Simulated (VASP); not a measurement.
A run of VASP 6.6.1 is set up as follows.

Contents of INCAR:

```
ALGO = Normal ; EDIFF = 1E-7
ENCUT = 520 ; GGA = PE
ISIF = 2 ; ISMEAR = 0
LASPH = True ; LCHARG = True
LELF = True ; LREAL = False
LVHAR = True ; LWAVE = False
NBANDS = 16 ; NELM = 100
PREC = Accurate ; SIGMA = 0.1
```

The input KPOINTS:

```
k-points
0
Gamma
  18 18 14
```

The input POSCAR:

```
WC
1.0
    2.9216789052      0.0000000000      0.0000000000
   -1.4608394526      2.5302481536      0.0000000000
    0.0000000000      0.0000000000      2.8470525967
W C
1 1
Direct
    0.0000000000      0.0000000000      0.0000000000
    0.6666666667      0.3333333333      0.5000000000
```

Potentials or basis: VASP PAW PBE potentials, release 64 (W_sv, C).

Command:

```sh
$ cat potpaw_PBE.64/W_sv/POTCAR potpaw_PBE.64/C/POTCAR > POTCAR
$ mpirun -np 1 vasp_std > vasp.out
```

(1) Predict the band gap on the k mesh.

(2) Predict the pressure.

## Answers

(1) none (metal or under the smearing width).

(2) 1.1 GPa.
